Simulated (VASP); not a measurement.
An input for Ansatz (written as the equivalent of a VASP run, and not itself run):

Ansatz 0.2 input:
```yaml
crystal:
  lattice:
    - [0.0000000, 3.4979230, 3.4979230]
    - [3.4979230, 0.0000000, 3.4979230]
    - [3.4979230, 3.4979230, 0.0000000]
  atoms:
    - { symbol: Sr, position: [0.0000000, 1.0000000, 0.0000000] }
    - { symbol: Cl, position: [0.2500000, 0.2500000, 0.2500000] }
    - { symbol: Cl, position: [0.7500000, 0.7500000, 0.7500000] }
kpoints:
  mp_grid: { grid: [5, 5, 5] }
hamiltonian:
  xc: r2scan
  pseudopotentials: { kind: paw }
scf:
  occupations: { method: gaussian, width: 0.05 }
  max_iter: 100
relax:
  max_steps: 60
  f_tol: 0.02
  cell: {}
output: { forces: true, stress: true, eigenvalues: true }
```

Q: Translate this input to VASP (INCAR, KPOINTS, POSCAR, choice of POTCAR).

A: Several could match; the one computed here: 
### INCAR
```
SYSTEM = SrCl2
PREC = Accurate
ENCUT = 400
EDIFF = 1E-6
NELM = 100
ALGO = Normal
LREAL = .FALSE.
LASPH = .TRUE.
ISMEAR = 0
SIGMA = 0.05
METAGGA = R2SCAN
LMIXTAU = .TRUE.
LMAXMIX = 4
LWAVE = .FALSE.
LCHARG = .FALSE.
IBRION = 2
ISIF = 3
NSW = 60
EDIFFG = -0.02
```

### KPOINTS
```
Automatic mesh
0
Gamma
5 5 5
0 0 0
```

### POSCAR
```
SrCl2
1
    0.0000000000     3.4979229564     3.4979229564
    3.4979229564    -0.0000000000     3.4979229564
    3.4979229564     3.4979229564     0.0000000000
Sr Cl
1 2
Direct
  0.0000000000   1.0000000000   0.0000000000
  0.2500000000   0.2500000000   0.2500000000
  0.7500000000   0.7500000000   0.7500000000
```

POTCAR, in this order: Sr_sv Cl (PBE.64 set). Program: vasp_std.

What does not carry over: each code has its own PAW files, so the cut-off isn't converted (ENCUT is set for VASP's; basis.ecutwfc is left out, and Ansatz then takes the one that its files recommend); Ansatz stops its SCF on the density residual and VASP on the energy change (EDIFF).

The compound is SrCl2 in the fluorite structure. It was relaxed first. The start is the result of an earlier pass.
